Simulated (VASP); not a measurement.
Data:

```xyz
4
Lattice="3.9396 0.0000 0.0000 -1.9698 3.4118 0.0000 0.0000 0.0000 8.8122" Properties=species:S:1:pos:R:3 pbc="T T T"
Si     0.0000     2.2745     2.2031
Si     1.9698     1.1372     6.6092
Ge     1.9698     1.1372     2.2031
Ge     0.0000     2.2745     6.6092
```

These are PBEsol GGA, VASP's PBE PAW potentials (set 64) (plane waves; VASP 6.6.1) values and carry that method's errors. Numerical set-up: 400 eV cut-off, Gaussian smearing of 0.050 eV, potentials Si Ge_d.

### Question
Give the energies of bands 13 to 21 at the high-symmetry points, in eV from the valence-band maximum.

### Answer

```tsv
band	Γ	M	K	A	L	H
13	-3.88	-7.92	-8.20	-3.17	-7.85	-8.21
14	-2.16	-7.77	-8.20	-3.17	-7.85	-8.21
15	-1.70	-3.19	-4.99	-1.66	-3.13	-4.90
16	-1.70	-3.07	-4.81	-1.66	-3.13	-4.90
17	-1.61	-1.66	-0.64	-1.66	-1.01	0.00
18	-1.61	-0.13	-0.64	-1.66	-1.01	0.00
19	0.29	0.05	0.88	0.41	0.59	0.02
20	0.53	0.46	0.88	0.41	0.59	0.02
21	2.71	0.74	3.43	2.94	0.75	4.25
```

The gap is direct, 0.02 eV, from the valence maximum at H to the conduction minimum at H.

The structure was generated: SiGe was put into the layered h-BN type type (P6_3/mmc), which need not be its known phase. It was relaxed first, which changed the volume by -9 %.
